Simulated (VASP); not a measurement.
Consider the following.

```xyz
2
Lattice="0.0000 3.3625 3.3625 3.3625 0.0000 3.3625 3.3625 3.3625 0.0000" Properties=species:S:1:pos:R:3 pbc="T T T"
Sr     0.0000     0.0000     0.0000
Te     3.3625     3.3625     3.3625
```

Calculation: PBE GGA, VASP's PBE PAW potentials (set 64) (plane waves; VASP). Numerical set-up: 520 eV cut-off, Gaussian smearing of 0.050 eV, potentials Sr_sv Te.

Unless said otherwise, spin-orbit coupling is left out, though it shifts the bands of the heavy elements here.

Task: Estimate the band gap (along the path) with the smallest direct gap where there is one.

Result: 
```
Property                                Value
------------------------------------  -------
band gap (along the path)             1.77 eV
smallest direct gap (along the path)  2.49 eV
```

The compound is SrTe in the rock salt structure. It was relaxed first.
